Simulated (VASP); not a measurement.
Method: vdW-DF-cx, VASP's PBE PAW potentials (set 64) (plane waves; VASP).

VASP input:

File POSCAR:
```
MgO
2.9855770
  0.0000000000   0.7071068207   0.7071068207
  0.7071068207   0.0000000000   0.7071068207
  0.7071068207   0.7071068207   0.0000000000
Mg O
1 1
Cartesian
  0.0000000000   0.0000000000   0.0000000000
  0.7071068207   0.7071068207   0.7071068207
```

### KPOINTS
```
Regular mesh
0
gamma
 12 12 12
```

**INCAR**
```
SYSTEM = MgO
PREC = Accurate; ENCUT = 520; LREAL = .FALSE.
LASPH = .TRUE.
EDIFF = 1E-7; NELM = 100; ALGO = Normal
ISMEAR = -5
GGA = CX; LUSE_VDW = .TRUE.; AGGAC = 0.0
ISIF = 2
LWAVE = .FALSE.; LCHARG = .TRUE.; LORBIT = 11
NEDOS = 601
```

POTCAR, in this order: Mg O (PBE.64 set). Program: vasp_std.

What does the run give for the energy per atom (σ→0), band gap (on the k-mesh)?

* **energy per atom (σ→0)**: -4.597 eV/atom
* **band gap (on the k-mesh)**: 4.77 eV

File OSZICAR:
```
...
DAV:   6    -0.921326774437E+01    0.14366E+01   -0.94205E+00  1152   0.215E+01    0.227E+00
DAV:   7    -0.919856447595E+01    0.14703E-01   -0.41388E-02  1216   0.256E+00    0.130E+00
DAV:   8    -0.919404876406E+01    0.45157E-02   -0.24338E-02  1160   0.238E+00    0.159E-01
DAV:   9    -0.919393195328E+01    0.11681E-03   -0.59288E-04  1728   0.209E-01    0.708E-02
DAV:  10    -0.919402151744E+01   -0.89564E-04   -0.10816E-04  1168   0.111E-01    0.390E-03
DAV:  11    -0.919402154170E+01   -0.24263E-07   -0.10547E-06  1768   0.862E-03    0.240E-03
DAV:  12    -0.919402145112E+01    0.90578E-07   -0.27724E-07  1184   0.502E-03
   1 F= -.91940215E+01 E0= -.91940215E+01  d E =0.000000E+00
```

The compound is MgO in the rock salt structure. It was relaxed first.
